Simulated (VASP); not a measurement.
**ZnCd3Se3S: single point with r2SCAN**

ZnCd3Se3S:

```
Zn Cd Se S
1.0
     4.26265    2.46104    3.46333
    -4.26265    2.46104    3.46333
     0.00000   -4.92209    3.46333
Zn Cd Se S
1 3 3 1
Direct
  0.99180 0.99180 0.99180
  0.50643 0.99620 0.50643
  0.99620 0.50643 0.50643
  0.50643 0.50643 0.99620
  0.23723 0.76250 0.23723
  0.76250 0.23723 0.23723
  0.23723 0.23723 0.76250
  0.76169 0.76169 0.76169
```

The cell was built by a generator and needn't be a form met in nature.

```yaml
Program: VASP 6.6.1
Task: single point
Functional: r2SCAN
Potentials_or_basis: VASP PAW PBE potentials, release 64 (Zn, Cd, Se, S)
Cutoff: 520 eV
k_mesh: 4 × 4 × 4
Occupations: gaussian, width 0.03 eV
Spin: no spin polarisation
```

```json
{
  "Pressure": "-1.6 GPa",
  "Largest force": "0.042 eV/Å",
  "Band gap on the k mesh": "1.16 eV, direct"
}
```

Forces on the atoms (eV/Å):
```
Zn   0.000  0.000  0.023
Cd  -0.011  0.007 -0.010
Cd   0.011  0.007 -0.010
Cd   0.000 -0.013 -0.010
Se  -0.020  0.012 -0.012
Se   0.020  0.012 -0.012
Se   0.000 -0.023 -0.012
S    0.000  0.000  0.042
```

Levels at points of the mesh, in eV from the valence-band top:
| k point | band 32 | band 33 | band 34 | band 35 | band 36 | band 37 | band 38 | band 39 | band 40 | band 41 |
| --- | --- | --- | --- | --- | --- | --- | --- | --- | --- | --- |
| (0.00, 0.00, 0.00) | -1.74 | -1.69 | -0.04 | -0.04 | 0.00 | 1.16 | 3.49 | 3.49 | 3.81 | 4.00 |
| (0.50, 0.00, 0.00) | -2.12 | -1.22 | -1.08 | -0.91 | -0.74 | 3.63 | 3.76 | 4.67 | 4.77 | 5.35 |
| (0.50, 0.50, 0.00) | -1.77 | -1.00 | -0.90 | -0.72 | -0.44 | 3.90 | 4.30 | 4.40 | 4.42 | 5.97 |
| (0.50, 0.50, 0.50) | -0.74 | -0.74 | -0.62 | -0.45 | -0.45 | 2.70 | 2.88 | 3.01 | 3.01 | 6.71 |

Wall time 100 s on 4 MPI ranks on Intel(R) Xeon(R) 6975P-C (Granite Rapids) (shared host), peak memory 0.44 GiB a rank.

Caveat: the PAW data sets were made with another functional, which shifts forces and pressure a little. r2SCAN opens gaps a little over a GGA but as a rule still falls short of measured ones.
